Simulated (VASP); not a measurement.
# SO, zero-field splitting by spin-spin coupling: which settings are enough?

SO, molecule in box, 2 atoms in the cell. PBE, spin-spin zero-field splitting; PAW potentials S, O (PBE set). VASP 6.6.1.

Wanted: D within 1 %.

Spin moment (muB): 2.

The series start from PRECFOCK: Accurate; Cutoff (eV): 430; Vacuum (Å): 8. Each series keeps the choices made before it, and each single choice may use up half of a tolerance. Times cover all steps of a run.

## PRECFOCK

| PRECFOCK | D (MHz) | Time (s) |
|---|---|---|
| Accurate | 2.34e4 | 97 |
| Normal | 2.34e4 | 97 |
| Fast | 2.343e4 | 93 |

Chosen: Accurate; no other choice that stays within half of the tolerance saves 30 % of the time.

## Cutoff (eV)

| Cutoff (eV) | D (MHz) | Time (s) |
|---|---|---|
| 300 | 2.194e4 | 59 |
| 360 | 2.292e4 | 72 |
| 430 | 2.34e4 | 97 |
| 520 | 2.356e4 | 113 |
| 700 (reference) | 2.356e4 | 189 |

Chosen: 520, the loosest value from which every tighter one stays within half of the tolerance.

## Vacuum (Å)

| Vacuum (Å) | D (MHz) | Time (s) |
|---|---|---|
| 6 | 2.381e4 | 56 |
| 8 | 2.356e4 | 113 |
| 10 | 2.349e4 | 280 |
| 12 | 2.346e4 | 394 |
| 15 (reference) | 2.345e4 | 848 |

Chosen: 8.

## All choices together

| Input | D (MHz) | Time (s) |
|---|---|---|
| default cutoff and precision without LASPH, at the starting vacuum (naive) | 2.314e4 | 36 |
| chosen settings | 2.356e4 | 113 |
| reference settings throughout | 2.345e4 | 1450 |

The tolerance is met.

## The input

INCAR.step1:
```
SYSTEM = SO
  ALGO = Normal
  EDIFF = 1E-6
  EDIFFG = -0.01
  ENCUT = 520
  GGA = PE
  IBRION = 2
  ISMEAR = 0
  ISPIN = 2
  ISYM = 0
  LASPH = .TRUE.
  LCHARG = .FALSE.
  LMAXMIX = 4
  LORBIT = 11
  LREAL = .FALSE.
  LWAVE = .TRUE.
  MAGMOM = 1 1
  NBANDS = 12
  NELM = 200
  NSW = 40
  NUPDOWN = 2
  PREC = Accurate
  SIGMA = 0.01
```

INCAR.step2, as INCAR.step1 but for:
```
- EDIFF = 1E-6
- EDIFFG = -0.01
- IBRION = 2
- ISYM = 0
- LWAVE = .TRUE.
- NSW = 40
+ EDIFF = 1E-7
+ ISTART = 1
+ ISYM = 3
+ LDMATRIX = .TRUE.
+ LWAVE = .FALSE.
+ PRECFOCK = Accurate
```

KPOINTS:
```
k-points
0
Gamma
  1 1 1
```

POSCAR.step1:
```
SO
1.0
    8.0000000000      0.0000000000      0.0000000000
    0.0000000000      8.3000000000      0.0000000000
    0.0000000000      0.0000000000     10.0900000000
S O
1 1
Direct
    0.5000000000      0.5000000000      0.4261645200
    0.5000000000      0.5000000000      0.5738354800
```

Commands (each step's output is kept before the next begins):
```
cat potpaw_PBE.64/S/POTCAR potpaw_PBE.64/O/POTCAR > POTCAR
cp INCAR.step1 INCAR
cp POSCAR.step1 POSCAR
mpirun -np 4 vasp_std > vasp.out
cp CONTCAR POSCAR
cp INCAR.step2 INCAR
mpirun -np 4 vasp_std > vasp.out
```

Limits: The spin-orbit part of D isn't included; images across the vacuum add a share that falls about as one over the box's volume.

The chosen input took VASP 6.6.1 113 s on 4 cores (Intel Xeon Platinum 8375C @ 2.90GHz (Ice Lake)), a shared host.
